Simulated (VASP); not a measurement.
Here is the system:

```
As
1.0
    3.68036    -1.88000     0.00000
    3.68036     1.88000     0.00000
    2.72002     0.00000     3.11142
As
2
Cartesian
  2.28833   0.00000   0.70629
  7.79242   0.00000   2.40513
```

Calculation: PBE GGA, VASP's PBE PAW potentials (set 64) (plane waves; VASP 6.6.1). Settings: PREC = Normal, 400 eV cut-off, 11×11×11 Γ-centred mesh, first-order Methfessel-Paxton smearing of 0.10 eV, potentials As.

### Question
Which forces act on the atoms, in eV/Å?

### Answer

| atom | Fx | Fy | Fz |
|---|---|---|---|
| As1 | 0.281 | 0.000 | 0.087 |
| As2 | -0.281 | 0.000 | -0.087 |

### Question
Give the stress tensor in GPa (positive for a compressed cell).

### Answer

```
 2.81   0.00  -0.35
 0.00   3.96   0.00
-0.35   0.00   3.85
```
The pressure is its mean diagonal, 3.54 GPa.

The compound is As in the a7 structure. The cell was not relaxed at this level. The run is one of a series of settings (PREC = Normal against the base run), some of them coarse on purpose.
